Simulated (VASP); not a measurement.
VASP input:

### KPOINTS
```
Automatic mesh
0
Gamma
14 14 14
0 0 0
```

File POSCAR:
```
CoGa
1
    2.8737150342     0.0000000000     0.0000000000
   -0.0000000000     2.8737150342     0.0000000000
   -0.0000000000    -0.0000000000     2.8737150342
Ga Co
1 1
Direct
  0.5000000000   0.5000000000   0.5000000000
  0.0000000000   0.0000000000   0.0000000000
```

**INCAR**
```
SYSTEM = CoGa
PREC = Accurate
ENCUT = 520
EDIFF = 1E-7
NELM = 100
ALGO = Normal
LREAL = .FALSE.
LASPH = .TRUE.
ISMEAR = -5
GGA = BO
PARAM1 = 0.1833333333
PARAM2 = 0.22
LUSE_VDW = .TRUE.
AGGAC = 0.0
LMAXMIX = 4
LWAVE = .FALSE.
LCHARG = .TRUE.
LORBIT = 11
NEDOS = 601
ISIF = 2
```

POTCAR, in this order: Ga_d Co (PBE.64 set). Program: vasp_std.

Problem. Write an equivalent input for Quantum ESPRESSO's pw.x.

Solution. One equivalent input (not run):
```
&CONTROL
  calculation = 'scf'
  pseudo_dir = './pseudo'
  outdir = './out'
  tprnfor = .true.
  tstress = .true.
/
&SYSTEM
  ibrav = 0
  nat = 2
  ntyp = 2
  ecutwfc = 96
  occupations = 'tetrahedra'
  input_dft = 'vdw-df-obk8'
/
&ELECTRONS
  conv_thr = 7.3e-09
  electron_maxstep = 100
/
ATOMIC_SPECIES
  Ga 69.723 Ga.upf
  Co 58.933 Co.upf
CELL_PARAMETERS angstrom
     2.8737150    0.0000000    0.0000000
    -0.0000000    2.8737150    0.0000000
    -0.0000000   -0.0000000    2.8737150
ATOMIC_POSITIONS crystal
  Ga   0.5000000  0.5000000  0.5000000
  Co   0.0000000  0.0000000  0.0000000
K_POINTS automatic
  14 14 14 0 0 0
```
Limits of the translation: the potentials are each code's own (VASP's PAW set, PseudoDojo norm-conserving files in pw.x), so ENCUT and ecutwfc are chosen apart and not converted; conv_thr bounds pw.x's estimated SCF error, while EDIFF bounds the energy change between steps.

The compound is CoGa in the CsCl type structure. It was relaxed first.
